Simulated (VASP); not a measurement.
Data:

```xyz
1
Lattice="-2.2293 2.2293 2.2293 2.2293 -2.2293 2.2293 2.2293 2.2293 -2.2293" Properties=species:S:1:pos:R:3 pbc="T T T"
Eu     0.0000     0.0000     0.0000
```

All values below come from r2SCAN meta-GGA, VASP's PBE PAW potentials (set 64) (plane waves; VASP). Settings: 520 eV cut-off, 13×13×13 Γ-centred mesh, tetrahedra with Blöchl corrections, potentials Eu_2.

The 4f electrons are frozen in the core of the lanthanide potential, so 4f levels, which can set the real gap, and their magnetism are missing.

### Question
Estimate the energy per atom (σ→0), band gap (over mesh and band path) with the smallest direct gap where there is one.

### Answer

```yaml
band gap (over mesh and band path): none (metal, semimetal or under 0.01 eV)
energy per atom (σ→0): -27.148 eV/atom
```

Only differences to runs with the same potentials and settings are physical.

The compound is Eu in the bcc structure. It was relaxed first, which changed the volume by -8 %.
